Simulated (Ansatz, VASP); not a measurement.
# One calculation of HfZrGe4, two programs

```
Zr Hf Ge
1.0
     4.65439    0.00000    0.00000
     0.00000    4.65439    0.00000
     0.00000    0.00000    6.56331
Zr Hf Ge
1 1 4
Direct
  0.50000 0.50000 0.50000
  0.00000 0.00000 0.00000
  0.50000 0.00000 0.74904
  0.00000 0.50000 0.25096
  0.50000 0.00000 0.25096
  0.00000 0.50000 0.74904
```

Change from the starting cell: species swapped into the Mg4SiGe type (P4/mmm, No. 123).

Alike in both runs: task single point; functional PBE; k mesh 4 × 4 × 4; occupations gaussian, width 0.1 eV; no spin polarisation.

```csv
,VASP,Ansatz
version,VASP 6.6.1,Ansatz 0.2.0
potentials or method,"VASP PAW PBE potentials, release 64 (Zr_sv, Hf_pv, Ge_d)","scalar-relativistic, plane waves, PAW"
plane-wave cutoff (eV),520,420
valence electrons in the cell,78,94
```

|  | VASP | Ansatz | Ansatz less VASP |
| --- | --- | --- | --- |
| gap on the k mesh at the Fermi level (eV) | none | none | - |
| pressure (GPa) | -3.9 | -3.8 | +0.07 |
| largest component of the traceless stress (GPa) | 0.13 | 0.14 | +0.010 |
| rms of the force components (eV/Å) | 0.050 | 0.044 | -0.0060 |

Atom by atom the forces differ by 0.006 eV/Å (rms over components). A gap of «none» marks a metal or a gap that the smearing closes. The two sets of potentials don't hold the same shells in valence.

Spin-orbit coupling is left out, which matters for the levels of Hf.
